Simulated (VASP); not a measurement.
Output of a VASP run:

OSZICAR:
```
       N       E                     dE             d eps       ncg     rms          rms(c)
DAV:   1     0.135437665151E+04    0.13544E+04   -0.48758E+04  7168   0.370E+03
DAV:   2     0.250821967613E+03   -0.11036E+04   -0.10581E+04  6312   0.943E+02
DAV:   3    -0.424771061628E+02   -0.29330E+03   -0.28469E+03  7332   0.303E+02
DAV:   4    -0.677877532377E+02   -0.25311E+02   -0.25065E+02  7448   0.941E+01
DAV:   5    -0.688258863279E+02   -0.10381E+01   -0.10348E+01  8496   0.192E+01    0.177E+01
DAV:   6    -0.594579061313E+02    0.93680E+01   -0.36220E+01 11548   0.659E+01    0.495E+00
DAV:   7    -0.596472215597E+02   -0.18932E+00   -0.35131E+00  6924   0.106E+01    0.347E+00
DAV:   8    -0.596214771384E+02    0.25744E-01   -0.56678E-01  9368   0.744E+00    0.121E+00
DAV:   9    -0.595897252180E+02    0.31752E-01   -0.15032E-01  9568   0.510E+00    0.278E-01
DAV:  10    -0.595907949948E+02   -0.10698E-02   -0.23734E-02  9436   0.142E+00    0.154E-01
DAV:  11    -0.595911914341E+02   -0.39644E-03   -0.32610E-03  7456   0.764E-01    0.101E-01
DAV:  12    -0.595912523424E+02   -0.60908E-04   -0.13369E-03  9308   0.521E-01    0.248E-02
DAV:  13    -0.595912637316E+02   -0.11389E-04   -0.19746E-04  9428   0.128E-01    0.115E-02
DAV:  14    -0.595912664321E+02   -0.27005E-05   -0.64193E-05  8852   0.738E-02    0.100E-02
DAV:  15    -0.595912653784E+02    0.10538E-05   -0.73833E-06  7996   0.321E-02    0.391E-03
DAV:  16    -0.595912653594E+02    0.18923E-07   -0.29569E-06  5044   0.120E-02
   1 F= -.59591265E+02 E0= -.59591265E+02  d E =-.712174E-77
```

### OUTCAR
```
------------------------ aborting loop because EDIFF is reached ----------------------------------------
  FORCE on cell =-STRESS in cart. coord.  units (eV):
  Direction    XX          YY          ZZ          XY          YZ          ZX
  --------------------------------------------------------------------------------------
  Total        5.2026482      5.6074197      5.2011807      0.0000000      0.0000000      0.1108956
  in kB       79.2149742     85.3779823     79.1926297      0.0000000      0.0000000      1.6884847
  external PRESSURE =      81.2618621 kB  Pullay stress =       0.0000000 kB
  volume of cell :      105.23
      direct lattice vectors                 reciprocal lattice vectors
     6.130411000 -1.521347000  0.000000000     0.081560600 -0.328656119  0.019979330
     6.130411000  1.521347000  0.000000000     0.081560600  0.328656119  0.019979330
    -1.381912000  0.000000000  5.641309000     0.000000000  0.000000000  0.177263823
 POSITION                                       TOTAL-FORCE (eV/Angst)
 -----------------------------------------------------------------------------------
      3.23592      0.00000      3.86582         0.041259      0.000000      0.047564
      7.64299      0.00000      1.77549        -0.041259      0.000000     -0.047564
     10.86800      0.00000      1.15765         0.005192      0.000000     -0.023789
      0.01091      0.00000      4.48366        -0.005192      0.000000      0.023789
      5.14646      0.00000      4.19341        -0.021202      0.000000     -0.034151
      5.73245      0.00000      1.44790         0.021202      0.000000      0.034151
      9.53159      0.00000      2.46395         0.033020      0.000000      0.016973
      1.34732      0.00000      3.17735        -0.033020      0.000000     -0.016973
      1.86607      0.00000      0.61575         0.194950      0.000000     -0.007519
      9.01284      0.00000      5.02556        -0.194950      0.000000      0.007519
 -----------------------------------------------------------------------------------
    total drift:                                0.000000      0.000000      0.000000
  FREE ENERGIE OF THE ION-ELECTRON SYSTEM (eV)
  ---------------------------------------------------
  free  energy   TOTEN  =       -59.5912653594 eV

  energy  without entropy=      -59.5912653594  energy(sigma->0) =      -59.59126536
```
(Selected blocks of OUTCAR.)

### POSCAR
```
Ga2O3
1
    6.1304110000    -1.5213470000     0.0000000000
    6.1304110000     1.5213470000     0.0000000000
   -1.3819120000     0.0000000000     5.6413090000
Ga O
4 6
Direct
  0.3411600000   0.3411600000   0.6852700000
  0.6588400000   0.6588400000   0.3147300000
  0.9095300000   0.9095300000   0.2052100000
  0.0904700000   0.0904700000   0.7947900000
  0.5035300000   0.5035300000   0.7433400000
  0.4964700000   0.4964700000   0.2566600000
  0.8266300000   0.8266300000   0.4367700000
  0.1733700000   0.1733700000   0.5632300000
  0.1645000000   0.1645000000   0.1091500000
  0.8355000000   0.8355000000   0.8908500000
```

Task: Write an INCAR and KPOINTS that could have produced this output.

Result: This is not unique; one that fits is the input of the run itself, PBE GGA, plane waves, VASP's PBE PAW potentials (set 64).

KPOINTS:
```
Automatic mesh
0
gamma
 7 7 4
```

**INCAR**
```
SYSTEM=Ga2O3
PREC=Accurate; ENCUT=700; LREAL=.FALSE.
LASPH=.TRUE.
EDIFF=1E-6; NELM=100; ALGO=Normal
LMAXMIX=4
ISMEAR=0; SIGMA=0.01
GGA=PE
ISIF=2
LWAVE=.FALSE.; LCHARG=.FALSE.
```

POTCAR, in this order: Ga_d O (PBE.64 set). Program: vasp_std.

The structure comes from a computed database's Ga2O3 entry; how it stands against other phases isn't given here. The cell was not relaxed at this level. The run is one of a series of settings (ENCUT = 700 against the base run), some of them coarse on purpose.
